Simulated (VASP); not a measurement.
Wanted: the native input for a VASP 6.6.1 run.

```
Task                   : single point
Functional             : r2SCAN
Potentials or basis    : VASP PAW PBE potentials, release 64 (Se, Te, Sn_d)
Cutoff                 : 520 eV
k mesh                 : 6 × 6 × 6
Occupations            : fermi-dirac, width 0.02 eV
Spin                   : no spin polarisation
Dipole correction      : no
Further INCAR settings : ALGO = Normal; EDIFF = 1e-06; NBANDS = 28
```

Crystal: Sn2TeSe.

```
Se Te Sn
1.0
     2.19119    1.26508    7.12420
    -2.19119    1.26508    7.12420
     0.00000   -2.53016    7.12420
Se Te Sn
1 1 2
Direct
  0.00000 0.00000 0.00000
  0.50000 0.50000 0.50000
  0.25553 0.25553 0.25553
  0.74447 0.74447 0.74447
```

The cell was built by a generator and needn't be a form met in nature.

The input as run:

POSCAR

```
Sn2TeSe
1.0
    2.1911871280      1.2650824782      7.1242022468
   -2.1911871280      1.2650824782      7.1242022468
    0.0000000000     -2.5301649564      7.1242022468
Se Te Sn
1 1 2
Direct
    1.0000000000      0.0000000000      0.0000000000
    0.5000000000      0.5000000000      0.5000000000
    0.2555289089      0.2555289089      0.2555289089
    0.7444710911      0.7444710911      0.7444710911
```

INCAR.step1

```
ALGO = Normal ; EDIFF = 1E-4
ENCUT = 520 ; GGA = PE
ISMEAR = -1 ; LASPH = T
LCHARG = F ; LREAL = F
LWAVE = T ; NBANDS = 28
NELM = 100 ; PREC = Accurate
SIGMA = 0.02
```

INCAR.step2

```
ALGO = Normal ; EDIFF = 1E-6
ENCUT = 520 ; ISIF = 2
ISMEAR = -1 ; ISTART = 1
LASPH = T ; LCHARG = F
LMIXTAU = T ; LREAL = F
LWAVE = F ; METAGGA = R2SCAN
NBANDS = 28 ; NELM = 100
PREC = Accurate ; SIGMA = 0.02
```

KPOINTS

```
k-points
0
Gamma
  6 6 6
```

Potentials or basis: VASP PAW PBE potentials, release 64 (Se, Te, Sn_d).

The run is started by

```sh
$ cat potpaw_PBE.64/Se/POTCAR potpaw_PBE.64/Te/POTCAR potpaw_PBE.64/Sn_d/POTCAR > POTCAR
$ cp INCAR.step1 INCAR
$ mpirun -np 1 vasp_std > vasp.out
$ cp INCAR.step2 INCAR
$ mpirun -np 1 vasp_std > vasp.out
```

Results of the run:

```
Pressure               : 0.0 GPa
Largest force          : 0.004 eV/Å
Band gap on the k mesh : 0.08 eV, direct
```

Caveat: the PAW data sets were made with another functional, which shifts forces and pressure a little; spin-orbit coupling is left out, which moves the levels of the heavy elements.

It took 12 min on 1 thread of AMD EPYC 7R13 Processor (Zen 3), with other jobs on the host, peak memory 0.49 GiB.
